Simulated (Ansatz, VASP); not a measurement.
# TiTe2 in two plane-wave programs

One calculation is typed for both programs; each brings its own data sets. How far apart do they land? The cell is taken from a series of runs on this material, whose earlier steps may have relaxed, scaled, displaced or heated it; both programs get it as it stands.

Main program and level: Ansatz 0.2.0; plane waves, with VASP 6.6.1 beside it; relaxation of cell and atoms at PBEsol with D3(BJ).

**1. The starting structure**

Symmetry: P-3m1, No. 164, trigonal system. Conventional cell: a = 3.618 Å, b = 3.618 Å, c = 6.226 Å, α = 90.00°, β = 90.00°, γ = 120.00°. Ti has 6 Te at 2.71 Å nearest. Nearest to Te lie 3 Ti at 2.71 Å. Farther neighbours and most contacts between anions are not listed.

**2. VASP: relaxation of cell and atoms, PBEsol with D3(BJ)**

The relaxed volume is the usual yardstick between codes: in a stiff, nearly cubic crystal its relative difference is about their pressure difference at one cell divided by the bulk modulus.

Lines of VASP's logs that name or quote its potential files are left out, and so is its time.

Contents of INCAR:

```
SYSTEM = TiTe2
PREC = Accurate
ENCUT = 500
EDIFF = 1E-07
NELM = 120
ISMEAR = 0
SIGMA = 0.1
LREAL = .FALSE.
ALGO = Normal
GGA = PS
IVDW = 12
NBANDS = 18
LASPH = .TRUE.
LORBIT = 11
LWAVE = .FALSE.
LCHARG = .FALSE.
ISIF = 3
IBRION = 2
NSW = 80
EDIFFG = -0.005
GGA_COMPAT = .FALSE.
NELMIN = 4
KPAR = 2
```

Contents of POSCAR:

```
TiTe2
1.0
    3.6180300000      0.0000000000      0.0000000000
   -1.8090150000      3.1333060000      0.0000000000
    0.0000000000      0.0000000000      6.2256630000
Ti Te
1 2
Direct
    0.0000000000      0.0000000000      0.0000000000
    0.6666666135      0.3333332269      0.2777937065
    0.3333333865      0.6666667731      0.7222062935
```

Contents of KPOINTS:

```
Automatic mesh
0
Gamma
18 18 8
0 0 0
```

The projector-augmented-wave data sets are Ti_sv and Te (PBE family, release 64).

Launch:

```bash
mpirun -np 2 vasp_std
```

Numbers of over 12 decimals in the logs are rounded to 6 here.

Log:

```text
[banner, memory and clock lines left out]
running    2 mpi-ranks, on    1 nodes
 distrk:  each k-point on    1 cores,    2 groups
 distr:  one band on    1 cores,    1 groups

 POSCAR found type information on POSCAR TiTe
 POSCAR found :  2 types and       3 ions
|                                                                             |
|               ----> ADVICE to this user running VASP <----                  |
|                                                                             |
|     You enforced a specific xc type in the INCAR file but a different       |
|     [... a line on the potential file left out ...]
|     I HOPE YOU KNOW WHAT YOU ARE DOING!                                     |
|                                                                             |

 LDA part: xc-table for (Slater+PW92), standard interpolation
 POSCAR, INCAR and KPOINTS ok, starting setup
 FFT: planning ... GRIDC
 FFT: planning ... GRID_SOFT
 FFT: planning ... GRID
 WAVECAR not read
 entering main loop
       N       E                     dE             d eps       ncg     rms          rms(c)
DAV:   1     0.178001776384E+03    0.17800E+03   -0.10743E+04  9576   0.123E+03
DAV:   2    -0.294233828094E+01   -0.18094E+03   -0.17710E+03 10126   0.315E+02
DAV:   3    -0.187694779229E+02   -0.15827E+02   -0.15424E+02 14724   0.858E+01
DAV:   4    -0.193155799719E+02   -0.54610E+00   -0.54414E+00 12104   0.150E+01
DAV:   5    -0.193354682094E+02   -0.19888E-01   -0.19881E-01 14410   0.279E+00    0.133E+01
DAV:   6    -0.190349985997E+02    0.30047E+00   -0.28356E+01 11368   0.371E+01    0.109E+01
DAV:   7    -0.176692609514E+02    0.13657E+01   -0.18788E+01 12176   0.277E+01    0.495E+00
DAV:   8    -0.174809957851E+02    0.18827E+00   -0.12074E+00 11236   0.837E+00    0.169E+00
DAV:   9    -0.174869520114E+02   -0.59562E-02   -0.78435E-02 13538   0.181E+00    0.119E+00
DAV:  10    -0.174823851479E+02    0.45669E-02   -0.70591E-02 11538   0.213E+00    0.542E-01
DAV:  11    -0.174821185377E+02    0.26661E-03   -0.14638E-02 11504   0.932E-01    0.304E-01
DAV:  12    -0.174816834630E+02    0.43507E-03   -0.40644E-03 11576   0.456E-01    0.109E-01
DAV:  13    -0.174816592163E+02    0.24247E-04   -0.12716E-04 11264   0.954E-02    0.330E-02
DAV:  14    -0.174816574072E+02    0.18091E-05   -0.88043E-06 11428   0.215E-02    0.129E-02
DAV:  15    -0.174816563660E+02    0.10412E-05   -0.26322E-06 11654   0.132E-02    0.666E-03
DAV:  16    -0.174816562898E+02    0.76240E-07   -0.26757E-07  8538   0.366E-03
   1 F= -.19087783E+02 E0= -.19084548E+02  d E =-.190878E+02
[...]
2 F= -.19087798E+02 E0= -.19084558E+02  d E =-.148459E-04
[...]
3 F= -.19087800E+02 E0= -.19084562E+02  d E =-.171590E-04
 curvature:  -0.37 expect dE=-0.277E-05 dE for cont linesearch -0.992E-11
 trial: gam= 0.16881 g(F)=  0.189E-05 g(S)=  0.558E-05 ort =-0.345E-07 (trialstep = 0.948E+00)
 search vector abs. value=  0.873E-05
 bond charge predicted
       N       E                     dE             d eps       ncg     rms          rms(c)
DAV:   1    -0.174822838907E+02    0.44374E-03   -0.64160E-04 10342   0.273E-01    0.431E-02
DAV:   2    -0.174822947384E+02   -0.10848E-04   -0.56081E-04 11632   0.181E-01    0.380E-02
DAV:   3    -0.174822616793E+02    0.33059E-04   -0.22823E-04 11714   0.961E-02    0.984E-03
DAV:   4    -0.174822600813E+02    0.15980E-05   -0.91478E-06 13016   0.247E-02    0.526E-03
DAV:   5    -0.174822602892E+02   -0.20791E-06   -0.63325E-07 11402   0.541E-03    0.449E-03
DAV:   6    -0.174822606197E+02   -0.33047E-06   -0.28274E-07 10880   0.347E-03    0.896E-04
DAV:   7    -0.174822606638E+02   -0.44071E-07   -0.70984E-08  5836   0.138E-03
   4 F= -.19087806E+02 E0= -.19084568E+02  d E =-.596117E-05
 trial-energy change:   -0.000006  1 .order   -0.000006   -0.000007   -0.000004
 step:   2.4218(harm=  2.4218)  dis= 0.00086  next Energy=   -19.087809 (dE=-0.904E-05)
 reached required accuracy - stopping structural energy minimisation
```

OUTCAR, selected parts (step 2):

```text
ion  position               nearest neighbor table
   1  0.000  0.000  0.000-   2 2.71   3 2.71   2 2.71   3 2.71   2 2.71   3 2.71
   2  0.667  0.333  0.278-   1 2.71   1 2.71   1 2.71   3 3.47   3 3.47   3 3.47
   3  0.333  0.667  0.722-   1 2.71   1 2.71   1 2.71   2 3.47   2 3.47   2 3.47

  LATTYP: Found a hexagonal cell.
 ALAT       =     3.6180300000
 C/A-ratio  =     1.7207328297

 Subroutine GETGRP returns: Found 12 space group operations
 (whereof 12 operations were pure point group operations)

The static configuration has the point symmetry D_3d.

 Found    266 irreducible k-points:

   k-points           NKPTS =    266   k-points in BZ     NKDIM =    266   number of bands    NBANDS=     18

   dimension x,y,z NGX =    28 NGY =   28 NGZ =   48
   dimension x,y,z NGXF=    56 NGYF=   56 NGZF=   96

   ENCUT  =  500.0 eV  36.75 Ry    6.06 a.u.   6.60  6.60 11.35*2*pi/ulx,y,z

   NELECT =      24.0000    total number of electrons

 k-points in reciprocal lattice and weights: Automatic mesh
   0.00000000  0.00000000  0.00000000       0.000
   0.05555556  0.00000000  0.00000000       0.002
   0.11111111  0.00000000  0.00000000       0.002
   0.16666667  0.00000000  0.00000000       0.002
   0.22222222  0.00000000  0.00000000       0.002
   0.27777778  0.00000000  0.00000000       0.002
   0.33333333  0.00000000  0.00000000       0.002
   0.38888889  0.00000000  0.00000000       0.002
   0.44444444  0.00000000  0.00000000       0.002
[...]
0.33333333  0.27777778  0.50000000       0.005
   0.33333333  0.33333333  0.50000000       0.001

 Edisp (eV)   -1.60507

 average (electrostatic) potential at core
       1 -72.6336       2 -85.7444       3 -85.7444

 E-fermi :   8.3679

 k-point     1 :       0.0000    0.0000    0.0000
  band No.  band energies     occupation
    ...
      5      -4.8860      2.00000
      6      -2.8734      2.00000
      7       2.2885      2.00000
      8       6.7712      2.00000
      9       6.7712      2.00000
     10       8.5018      0.05833
     11       8.8492      0.00000
     12       8.8492      0.00000
     13       9.3454      0.00000
     14       9.8689      0.00000
    ...

 k-point     2 :       0.0556    0.0000    0.0000
  band No.  band energies     occupation
    ...
      5      -4.8450      2.00000
      6      -2.8509      2.00000
      7       2.3365      2.00000
      8       6.6617      2.00000
      9       6.7759      2.00000
     10       8.4580      0.20270
     11       8.7024      0.00000
     12       8.7449      0.00000
     13       9.2802      0.00000
     14       9.7321      0.00000
    ...

 k-point     3 :       0.1111    0.0000    0.0000
  band No.  band energies     occupation
    ...
      6      -2.7852      2.00000
      7       2.4792      2.00000
      8       6.3601      2.00000
      9       6.7870      2.00000
     10       7.9787      2.00000
     11       8.4946      0.07318
     12       8.5560      0.00780
     13       9.0275      0.00000
     14       9.5836      0.00000
     15       9.8891      0.00000
    ...

 Edisp (eV)   -1.60555

  Total      -0.00154    -0.00154    -0.00864     0.00000    -0.00000     0.00000
  in kB      -0.03491    -0.03491    -0.19616     0.00000    -0.00000     0.00000
  external pressure =       -0.09 kB  Pullay stress =        0.00 kB

  energy-cutoff  :      500.00
  volume of cell :       70.60
      direct lattice vectors                 reciprocal lattice vectors
     3.618769475  0.000000000  0.000000000     0.276337028  0.159543252  0.000000000
    -1.809384737  3.133946404  0.000000000    -0.000000000  0.319086503  0.000000000
    -0.000000000 -0.000000000  6.225378811     0.000000000 -0.000000000  0.160632795

 POSITION                                       TOTAL-FORCE (eV/Angst)
 -----------------------------------------------------------------------------------
     -1.80938      3.13395      6.22538         0.000000     -0.000000      0.000000
      1.80938      1.04465      1.73032         0.000000      0.000000      0.003419
     -0.00000      2.08930      4.49506        -0.000000     -0.000000     -0.003419
 -----------------------------------------------------------------------------------
    total drift:                               -0.000000      0.000000      0.000000

  FREE ENERGIE OF THE ION-ELECTRON SYSTEM (eV)
  ---------------------------------------------------
  free  energy   TOTEN  =       -19.0878064153 eV

  energy  without entropy=      -19.0813297177  energy(sigma->0) =      -19.08456807

 reached required accuracy - stopping structural energy minimisation

 total charge
# of ion       s       p       d       tot
------------------------------------------
    1        2.173   6.137   1.961  10.271
    2        1.386   2.002   0.054   3.441
    3        1.386   2.002   0.054   3.441
--------------------------------------------------
tot          4.945  10.140   2.068  17.153

[... 3 further parts left out ...]
```

CONTCAR:

```
TiTe2
   1.00000000000000
     3.6187694749509505    0.0000000000000000    0.0000000000000000
    -1.8093847374754752    3.1339464041594089    0.0000000000000000
    -0.0000000000000000   -0.0000000000000000    6.2253788109706969
  Ti              Te
     1     2
Direct
     0.0000000000000000    1.0000000000000000    1.0000000000000000
     0.6666666134999986    0.3333332269000024    0.2779465678915621
     0.3333333865000014    0.6666667730999976    0.7220534321084380
```

(Continued in part 2 of 2.)

[Lines on the potential files, build, host, timing and source positions are cut from VASP's logs without a mark.]

[Logs are printed without paths, hosts, clocks, repeated set-up lines and the standing remarks that a program may print on its own settings, such as how far it seeks lower states.]

[Hosts, paths, dates, database ids (printed as entryN), source tags and the programs' standing remarks are cut or masked in the printed files.]
